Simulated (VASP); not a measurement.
IrS: single point with PBE0(alpha)

IrS:

```xyz
2
Lattice="3.4897 0.0000 0.0000 -1.7448 3.0222 0.0000 0.0000 0.0000 4.3457" Properties=species:S:1:pos:R:3 pbc="T T T"
Ir    0.0000    0.0000    2.1728
S     1.7448    1.0074    0.0000
```

The cell was built by a generator and needn't be a form met in nature.

* Program: VASP 6.6.1
* Task: single point
* Functional: PBE0(alpha)
* Potentials or basis: VASP PAW PBE potentials, release 64 (Ir, S)
* Cutoff: 520 eV
* k mesh: 5 × 5 × 3
* Occupations: fermi-dirac, width 0.05 eV
* Spin: no spin polarisation

| Property | Result |
| --- | --- |
| Pressure | -37.2 GPa |
| Band gap on the k mesh | none (metal or under the smearing width) |

Stress tensor (GPa, compression positive):
```
-29.73   0.00   0.00
  0.00 -29.73   0.00
  0.00   0.00 -52.14
```

Levels at points of the mesh, in eV from the Fermi level:
```tsv
k point	band 5	band 6	band 7	band 8	band 9	band 10
(0.00, 0.00, 0.00)	-3.67	-1.69	-1.69	1.38	1.38	1.39
```

Run time: 2.3 min on 1 thread of Intel(R) Xeon(R) 6975P-C (Granite Rapids) (shared host), peak memory 0.17 GiB.

Caveat: the k mesh is coarse (spacing up to 0.48 Å⁻¹), so the values aren't converged, least of all with exact exchange; a pressure of tens of GPa on the cell as given is suspect, and the run, the potentials or the cell itself is likely at fault; the PAW data sets were made with another functional, which shifts forces and pressure a little. The run has no spin-orbit coupling, so splittings on Ir are missing.
